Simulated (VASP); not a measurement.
Given:

```yaml
crystal:
  lattice:
    - [1.72826, -2.99344, 0.00000]
    - [1.72826, 2.99344, 0.00000]
    - [0.00000, 0.00000, 5.37370]
  atoms:
    - { symbol: Lu, position: [0.33333, 0.66667, 0.25000] }
    - { symbol: Lu, position: [0.66667, 0.33333, 0.75000] }
```

Calculation: PBEsol GGA, VASP's PBE PAW potentials (set 64) (plane waves; VASP). Settings: 480 eV cut-off, 12×12×6 Γ-centred mesh, first-order Methfessel-Paxton smearing of 0.10 eV, potentials Lu_3.

Problem. Predict the energy per atom (σ→0), band gap (on the k-mesh) with the smallest direct gap where there is one.

Solution. 
The band gap (on the k-mesh) is none (metal, semimetal or under 0.01 eV) and the energy per atom (σ→0) is -4.874 eV/atom.

Only differences to runs with the same potentials and settings are physical.

The compound is Lu in the hcp structure. It was relaxed first, which changed the volume by -6 %.
